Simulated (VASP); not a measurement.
Output of a VASP run:

**OUTCAR**
```
 ion  position               nearest neighbor table
   1  0.500  0.000  0.000-  32 2.48  46 2.48  54 2.48  62 2.48
   2  0.750  0.250  0.000-  32 2.48  33 2.48  44 2.48  55 2.48
   3  0.750  0.000  0.250-  32 2.48  34 2.48  38 2.48  49 2.48
   4  0.000  0.000  0.000-  35 2.48  38 2.48  44 2.48  63 2.48
   5  0.250  0.250  0.000-  35 2.48  36 2.48  54 2.48  60 2.48
   6  0.500  0.500  0.000-  36 2.48  37 2.48  55 2.48  61 2.48
   7  0.750  0.750  0.000-  37 2.48  38 2.48  56 2.48  62 2.48
   8  0.250  0.000  0.250-  35 2.48  39 2.48  46 2.48  57 2.48
   9  0.500  0.250  0.250-  32 2.48  36 2.48  39 2.48  40 2.54
  10  0.750  0.500  0.250-  40 2.48  37 2.48  33 2.48  41 2.48
  11  0.500  0.000  0.500-  39 2.48  42 2.48  49 2.48  59 2.48
  12  0.750  0.250  0.500-  34 2.48  42 2.48  43 2.48  40 2.48
  13  0.750  0.000  0.750-  42 2.48  44 2.48  53 2.48  62 2.48
  14  0.000  0.500  0.000-  33 2.48  45 2.48  56 2.48  60 2.48
  15  0.250  0.750  0.000-  45 2.48  46 2.48  61 2.48  63 2.48
  16  0.000  0.250  0.250-  33 2.48  34 2.48  35 2.48  47 2.48
  17  0.250  0.500  0.250-  36 2.48  45 2.48  47 2.48  48 2.50
  18  0.500  0.750  0.250-  48 2.47  46 2.48  37 2.48  49 2.48
  19  0.000  0.000  0.500-  34 2.48  50 2.48  53 2.48  57 2.48
  20  0.250  0.250  0.500-  39 2.48  47 2.48  50 2.48  51 2.53
  21  0.750  0.750  0.500-  41 2.48  49 2.48  53 2.48  52 2.52
  22  0.250  0.000  0.750-  50 2.48  54 2.48  59 2.48  63 2.48
  23  0.500  0.250  0.750-  42 2.48  54 2.48  55 2.48  51 2.49
  24  0.750  0.500  0.750-  52 2.45  43 2.48  55 2.48  56 2.48
  25  0.000  0.750  0.250-  38 2.48  41 2.48  45 2.48  57 2.48
  26  0.000  0.500  0.500-  41 2.48  43 2.48  47 2.48  58 2.48
  27  0.250  0.750  0.500-  48 2.47  57 2.48  58 2.48  59 2.48
  28  0.000  0.250  0.750-  43 2.48  44 2.48  50 2.48  60 2.48
  29  0.250  0.500  0.750-  51 2.45  58 2.48  60 2.48  61 2.48
  30  0.500  0.750  0.750-  52 2.47  59 2.48  61 2.48  62 2.48
  31  0.000  0.750  0.750-  53 2.48  56 2.48  58 2.48  63 2.48
  32  0.625  0.125  0.125-   1 2.48   2 2.48   3 2.48   9 2.48
  33  0.875  0.375  0.125-   2 2.48  10 2.48  14 2.48  16 2.48
  34  0.875  0.125  0.375-   3 2.48  12 2.48  16 2.48  19 2.48
  35  0.125  0.125  0.125-   4 2.48   5 2.48   8 2.48  16 2.48
  36  0.375  0.375  0.125-   5 2.48   6 2.48   9 2.48  17 2.48
  37  0.625  0.625  0.125-   6 2.48   7 2.48  10 2.48  18 2.48
  38  0.875  0.875  0.125-   3 2.48   4 2.48   7 2.48  25 2.48
  39  0.375  0.125  0.375-   8 2.48   9 2.48  11 2.48  20 2.48
  40  0.625  0.379  0.379-  10 2.48  12 2.48   9 2.54
  41  0.875  0.625  0.375-  10 2.48  21 2.48  25 2.48  26 2.48
  42  0.625  0.125  0.625-  11 2.48  12 2.48  13 2.48  23 2.48
  43  0.875  0.375  0.625-  12 2.48  24 2.48  26 2.48  28 2.48
  44  0.875  0.125  0.875-   2 2.48   4 2.48  13 2.48  28 2.48
  45  0.125  0.625  0.125-  14 2.48  15 2.48  17 2.48  25 2.48
  46  0.375  0.875  0.125-   1 2.48   8 2.48  15 2.48  18 2.48
  47  0.125  0.375  0.375-  16 2.48  17 2.48  20 2.48  26 2.48
  48  0.376  0.627  0.375-  18 2.47  27 2.47  17 2.50
  49  0.625  0.875  0.375-   3 2.48  11 2.48  18 2.48  21 2.48
  50  0.125  0.125  0.625-  19 2.48  20 2.48  22 2.48  28 2.48
  51  0.376  0.379  0.626-  29 2.45  23 2.49  20 2.53
  52  0.625  0.623  0.628-  24 2.45  30 2.47  21 2.52
  53  0.875  0.875  0.625-  13 2.48  19 2.48  21 2.48  31 2.48
  54  0.375  0.125  0.875-   1 2.48   5 2.48  22 2.48  23 2.48
  55  0.625  0.375  0.875-   2 2.48   6 2.48  23 2.48  24 2.48
  56  0.875  0.625  0.875-   7 2.48  14 2.48  24 2.48  31 2.48
  57  0.125  0.875  0.375-   8 2.48  19 2.48  25 2.48  27 2.48
  58  0.125  0.625  0.625-  26 2.48  27 2.48  29 2.48  31 2.48
  59  0.375  0.875  0.625-  11 2.48  22 2.48  27 2.48  30 2.48
  60  0.125  0.375  0.875-   5 2.48  14 2.48  28 2.48  29 2.48
  61  0.375  0.625  0.875-   6 2.48  15 2.48  29 2.48  30 2.48
  62  0.625  0.875  0.875-   1 2.48   7 2.48  13 2.48  30 2.48
  63  0.125  0.875  0.875-   4 2.48  15 2.48  22 2.48  31 2.48
 Subroutine IBZKPT returns following result:
 Found      1 irreducible k-points:

 Following reciprocal coordinates:
            Coordinates               Weight
  0.000000  0.000000  0.000000      1.000000
   k-points           NKPTS =      1   k-points in BZ     NKDIM =      1   number of bands    NBANDS=    159
   number of dos      NEDOS =    301   number of ions     NIONS =     63
   total plane-waves  NPLWV = 175616
   dimension x,y,z NGX =    56 NGY =   56 NGZ =   56
   dimension x,y,z NGXF=   112 NGYF=  112 NGZF=  112
   ions per type =              31  32
   PREC   = normal    normal or accurate (medium, high low for compatibility)
   ISTART =      0    job   : 0-new  1-cont  2-samecut
   ICHARG =      2    charge: 1-file 2-atom 10-const
   ISPIN  =      1    spin polarized calculation?
...
```

**OSZICAR**
```
...
RMM:   5    -0.285250206287E+03    0.64986E-04   -0.12260E-03   322   0.563E-02    0.779E-02
RMM:   6    -0.285250186285E+03    0.20001E-04   -0.34385E-04   319   0.310E-02    0.402E-02
RMM:   7    -0.285250159628E+03    0.26658E-04   -0.43282E-05   224   0.146E-02    0.206E-02
RMM:   8    -0.285250145877E+03    0.13751E-04   -0.11438E-04   279   0.124E-02    0.111E-02
RMM:   9    -0.285250146353E+03   -0.47645E-06   -0.11563E-05   193   0.615E-03
   7 F= -.28525015E+03 E0= -.28521164E+03  d E =-.173406E-01
       N       E                     dE             d eps       ncg     rms          rms(c)
DAV:   1    -0.285254407906E+03   -0.42620E-02   -0.57012E-01   334   0.117E+00    0.178E-01
RMM:   2    -0.285257050252E+03   -0.26423E-02   -0.29755E-02   318   0.253E-01    0.106E-01
RMM:   3    -0.285257704260E+03   -0.65401E-03   -0.52299E-03   328   0.108E-01    0.139E-01
RMM:   4    -0.285257453955E+03    0.25031E-03   -0.65424E-04   323   0.444E-02    0.558E-02
RMM:   5    -0.285257417612E+03    0.36343E-04   -0.44669E-04   319   0.309E-02    0.473E-02
RMM:   6    -0.285257403502E+03    0.14110E-04   -0.12282E-04   290   0.170E-02    0.203E-02
RMM:   7    -0.285257394746E+03    0.87560E-05   -0.13996E-05   202   0.763E-03
   8 F= -.28525739E+03 E0= -.28521887E+03  d E =-.724839E-02
       N       E                     dE             d eps       ncg     rms          rms(c)
DAV:   1    -0.285253541802E+03    0.38617E-02   -0.12351E+00   318   0.171E+00    0.268E-01
RMM:   2    -0.285259488366E+03   -0.59466E-02   -0.66349E-02   318   0.376E-01    0.162E-01
RMM:   3    -0.285260859748E+03   -0.13714E-02   -0.11587E-02   327   0.160E-01    0.198E-01
RMM:   4    -0.285260345916E+03    0.51383E-03   -0.14272E-03   322   0.655E-02    0.851E-02
RMM:   5    -0.285260259162E+03    0.86754E-04   -0.10892E-03   322   0.470E-02    0.650E-02
RMM:   6    -0.285260238451E+03    0.20711E-04   -0.26433E-04   305   0.251E-02    0.297E-02
RMM:   7    -0.285260216764E+03    0.21687E-04   -0.30975E-05   214   0.114E-02    0.162E-02
RMM:   8    -0.285260207732E+03    0.90326E-05   -0.96269E-05   263   0.104E-02
   9 F= -.28526021E+03 E0= -.28522167E+03  d E =-.100614E-01
       N       E                     dE             d eps       ncg     rms          rms(c)
DAV:   1    -0.285260228128E+03   -0.11363E-04   -0.25733E-02   348   0.247E-01    0.381E-02
RMM:   2    -0.285260359251E+03   -0.13112E-03   -0.13693E-03   318   0.539E-02    0.333E-02
RMM:   3    -0.285260374735E+03   -0.15483E-04   -0.23298E-04   286   0.226E-02    0.251E-02
RMM:   4    -0.285260366616E+03    0.81183E-05   -0.30786E-05   210   0.931E-03
  10 F= -.28526037E+03 E0= -.28522183E+03  d E =-.102203E-01
       N       E                     dE             d eps       ncg     rms          rms(c)
DAV:   1    -0.285261481970E+03   -0.11072E-02   -0.22213E-01   334   0.796E-01    0.132E-01
RMM:   2    -0.285262685490E+03   -0.12035E-02   -0.12436E-02   318   0.180E-01    0.131E-01
RMM:   3    -0.285262688502E+03   -0.30119E-05   -0.21549E-03   323   0.780E-02    0.750E-02
RMM:   4    -0.285262603894E+03    0.84608E-04   -0.35094E-04   322   0.344E-02    0.347E-02
RMM:   5    -0.285262599673E+03    0.42211E-05   -0.20996E-04   317   0.226E-02    0.376E-02
RMM:   6    -0.285262582070E+03    0.17603E-04   -0.47373E-05   244   0.120E-02    0.107E-02
RMM:   7    -0.285262580745E+03    0.13251E-05   -0.84125E-06   192   0.579E-03
  11 F= -.28526258E+03 E0= -.28522403E+03  d E =-.221413E-02
```

**OUTCAR**
```
------------------------ aborting loop because EDIFF is reached ----------------------------------------
  FORCE on cell =-STRESS in cart. coord.  units (eV):
  Direction    XX          YY          ZZ          XY          YZ          ZX
  --------------------------------------------------------------------------------------
  Total        7.2760774      7.2092774      7.3024677      0.0259923      0.0695618     -0.0962204
  in kB        7.7357636      7.6647434      7.7638212      0.0276344      0.0739565     -0.1022994
  external PRESSURE =       7.7214427 kB  Pullay stress =       0.0000000 kB
  volume of cell :     1506.97
      direct lattice vectors                 reciprocal lattice vectors
    11.464846211  0.000000000  0.000000000     0.087223150  0.000000000  0.000000000
     0.000000000 11.464846211  0.000000000     0.000000000  0.087223150  0.000000000
     0.000000000  0.000000000 11.464846211     0.000000000  0.000000000  0.087223150
  FREE ENERGIE OF THE ION-ELECTRON SYSTEM (eV)
  ---------------------------------------------------
  free  energy   TOTEN  =      -285.2625807446 eV

  energy  without entropy=     -285.1854889061  energy(sigma->0) =     -285.22403483

 reached required accuracy - stopping structural energy minimisation
```
(Selected blocks of OUTCAR.)

### POSCAR
```
Al31As32
1
   11.4648462108     0.0000000000     0.0000000000
    0.0000000000    11.4648462108    -0.0000000000
   -0.0000000000    -0.0000000000    11.4648462108
Al As
31 32
Direct
  0.5000000000   0.0000000000   0.0000000000
  0.7500000000   0.2500000000   0.0000000000
  0.7500000000   0.0000000000   0.2500000000
  0.0000000000   0.0000000000   0.0000000000
  0.2500000000   0.2500000000   0.0000000000
  0.5000000000   0.5000000000   0.0000000000
  0.7500000000   0.7500000000   0.0000000000
  0.2500000000   0.0000000000   0.2500000000
  0.5000000000   0.2500000000   0.2500000000
  0.7500000000   0.5000000000   0.2500000000
  0.5000000000   0.0000000000   0.5000000000
  0.7500000000   0.2500000000   0.5000000000
  0.7500000000   0.0000000000   0.7500000000
  0.0000000000   0.5000000000   0.0000000000
  0.2500000000   0.7500000000   0.0000000000
  0.0000000000   0.2500000000   0.2500000000
  0.2500000000   0.5000000000   0.2500000000
  0.5000000000   0.7500000000   0.2500000000
  0.0000000000   0.0000000000   0.5000000000
  0.2500000000   0.2500000000   0.5000000000
  0.7500000000   0.7500000000   0.5000000000
  0.2500000000   0.0000000000   0.7500000000
  0.5000000000   0.2500000000   0.7500000000
  0.7500000000   0.5000000000   0.7500000000
  0.0000000000   0.7500000000   0.2500000000
  0.0000000000   0.5000000000   0.5000000000
  0.2500000000   0.7500000000   0.5000000000
  0.0000000000   0.2500000000   0.7500000000
  0.2500000000   0.5000000000   0.7500000000
  0.5000000000   0.7500000000   0.7500000000
  0.0000000000   0.7500000000   0.7500000000
  0.6250000000   0.1250000000   0.1250000000
  0.8750000000   0.3750000000   0.1250000000
  0.8750000000   0.1250000000   0.3750000000
  0.1250000000   0.1250000000   0.1250000000
  0.3750000000   0.3750000000   0.1250000000
  0.6250000000   0.6250000000   0.1250000000
  0.8750000000   0.8750000000   0.1250000000
  0.3750000000   0.1250000000   0.3750000000
  0.6254120000   0.3791280000   0.3785100000
  0.8750000000   0.6250000000   0.3750000000
  0.6250000000   0.1250000000   0.6250000000
  0.8750000000   0.3750000000   0.6250000000
  0.8750000000   0.1250000000   0.8750000000
  0.1250000000   0.6250000000   0.1250000000
  0.3750000000   0.8750000000   0.1250000000
  0.1250000000   0.3750000000   0.3750000000
  0.3759340000   0.6266860000   0.3753560000
  0.6250000000   0.8750000000   0.3750000000
  0.1250000000   0.1250000000   0.6250000000
  0.3760720000   0.3791380000   0.6264630000
  0.6245310000   0.6225660000   0.6284070000
  0.8750000000   0.8750000000   0.6250000000
  0.3750000000   0.1250000000   0.8750000000
  0.6250000000   0.3750000000   0.8750000000
  0.8750000000   0.6250000000   0.8750000000
  0.1250000000   0.8750000000   0.3750000000
  0.1250000000   0.6250000000   0.6250000000
  0.3750000000   0.8750000000   0.6250000000
  0.1250000000   0.3750000000   0.8750000000
  0.3750000000   0.6250000000   0.8750000000
  0.6250000000   0.8750000000   0.8750000000
  0.1250000000   0.8750000000   0.8750000000
```

### Question
Write an INCAR and KPOINTS that could have produced this output.

### Answer
This is not unique; one that fits is the input of the run itself, PBE GGA, plane waves, VASP's PBE PAW potentials (set 64).

File KPOINTS:
```
Regular mesh
0
Gamma
 1 1 1
0 0 0
```

INCAR:
```
GGA = PE   ! PBE
LCHARG = .FALSE.
NELECT = 254.0
ALGO = Fast   ! Davidson, then RMM-DIIS
NELMIN = 4
SIGMA = 0.05   ! width (eV)
LASPH = .TRUE.   ! aspherical one-centre terms
ISMEAR = 0
SYSTEM = Al31As32
ISYM = 0
LWAVE = .TRUE.
ISIF = 2   ! forces and stress, cell fixed
IBRION = 2   ! conjugate gradients
EDIFFG = -0.03
LREAL = Auto   ! projection in real space or not
NELM = 100   ! most electronic steps
ENCUT = 400   ! plane-wave cut-off (eV)
PREC = Normal
LMAXMIX = 4
NSW = 60
EDIFF = 1E-5   ! SCF stop (eV)
```

POTCAR, in this order: Al As (PBE.64 set). Program: vasp_gam.

The cell is charged, with a uniform compensating background. The supercell is sampled at Γ alone, which is coarse: total energies, pressure and levels can be off, energies of defects by several tenths of an eV.

The cell is a supercell with a defect, built from AlAs (zinc blende): vac_Al, charge -1. The run is not spin-polarised, so no state with unpaired spins was tried.
